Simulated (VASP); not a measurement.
Calculation: PBE GGA, VASP's PBE PAW potentials (set 64) (plane waves; VASP 6.6.1).

VASP ran on this input.

### POSCAR
```
C
1
   -0.0000000000     1.7342013012     1.7342013012
    1.7342013012    -0.0000000000     1.7342013012
    1.7342013012     1.7342013012    -0.0000000000
C
2
Direct
  0.0000000000   0.0000000000   0.0000000000
  0.2500000000   0.2500000000   0.2500000000
```

INCAR:
```
! general
SYSTEM =C
PREC   =Accurate
ENCUT  =620
LREAL  =.FALSE.
LASPH  =.TRUE.

! electronic loop
EDIFF  =1E-6
NELM   =100
ALGO   =Normal

! smearing
ISMEAR =0
SIGMA  =0.05

! functional
GGA    =PE

! ions
IBRION =2
NSW    =40
ISIF   =3
EDIFFG =-0.02
PSTRESS=450

! output
LWAVE  =.FALSE.
LCHARG =.FALSE.
```

### KPOINTS
```
Regular mesh
0
G
 13 13 13
0 0 0
```

POTCAR, in this order: C (PBE.64 set). Program: vasp_std.

Output of the run:

OSZICAR:
```
       N       E                     dE             d eps       ncg     rms          rms(c)
DAV:   1     0.238121856822E+01    0.23812E+01   -0.57522E+03  1376   0.116E+03
DAV:   2    -0.187519576506E+02   -0.21133E+02   -0.20340E+02  2088   0.124E+02
DAV:   3    -0.188735147578E+02   -0.12156E+00   -0.12156E+00  1456   0.124E+01
DAV:   4    -0.188736696976E+02   -0.15494E-03   -0.15494E-03  1864   0.458E-01
DAV:   5    -0.188736697491E+02   -0.51524E-07   -0.51524E-07  1432   0.622E-03    0.616E+00
DAV:   6    -0.182650983466E+02    0.60857E+00   -0.46215E-01  1384   0.557E+00    0.370E+00
DAV:   7    -0.180607913464E+02    0.20431E+00   -0.50105E-01  1560   0.591E+00    0.897E-01
DAV:   8    -0.180621601449E+02   -0.13688E-02   -0.18787E-03  1368   0.532E-01    0.513E-02
DAV:   9    -0.180621657965E+02   -0.56516E-05   -0.13598E-04  1896   0.105E-01    0.277E-02
DAV:  10    -0.180621777015E+02   -0.11905E-04   -0.11904E-05  1424   0.417E-02    0.716E-03
DAV:  11    -0.180621775502E+02    0.15132E-06   -0.32688E-08   920   0.220E-03
   1 F= -.15132428E+02 E0= -.15132428E+02  d E =-.151324E+02
```

### OUTCAR
```
------------------------ aborting loop because EDIFF is reached ----------------------------------------
  FORCE on cell =-STRESS in cart. coord.  units (eV):
  Direction    XX          YY          ZZ          XY          YZ          ZX
  --------------------------------------------------------------------------------------
  Total        2.9192924      2.9192924      2.9192924     -0.0000000     -0.0000000     -0.0000000
  in kB      448.3938627    448.3938627    448.3938627     -0.0000000     -0.0000000     -0.0000000
  external PRESSURE =      -1.6061373 kB  Pullay stress =     450.0000000 kB
  volume of cell :       10.43
      direct lattice vectors                 reciprocal lattice vectors
     0.000000000  1.734201301  1.734201301    -0.288317163  0.288317163  0.288317163
     1.734201301  0.000000000  1.734201301     0.288317163 -0.288317163  0.288317163
     1.734201301  1.734201301  0.000000000     0.288317163  0.288317163 -0.288317163
 POSITION                                       TOTAL-FORCE (eV/Angst)
 -----------------------------------------------------------------------------------
      0.00000      0.00000      0.00000        -0.000000      0.000000      0.000000
      0.86710      0.86710      0.86710         0.000000     -0.000000     -0.000000
 -----------------------------------------------------------------------------------
    total drift:                                0.000000      0.000000      0.000000
  FREE ENERGIE OF THE ION-ELECTRON SYSTEM (eV)
  ---------------------------------------------------
  free  energy   TOTEN  =       -18.0621775502 eV

  energy  without entropy=      -18.0621775502  energy(sigma->0) =      -18.06217755
  enthalpy is  TOTEN    =       -15.1324283101 eV   P V=        2.9297492401

 reached required accuracy - stopping structural energy minimisation
```
(Selected blocks of OUTCAR.)

The compound is C in the diamond structure. It was relaxed first under an external pressure of 45 GPa.
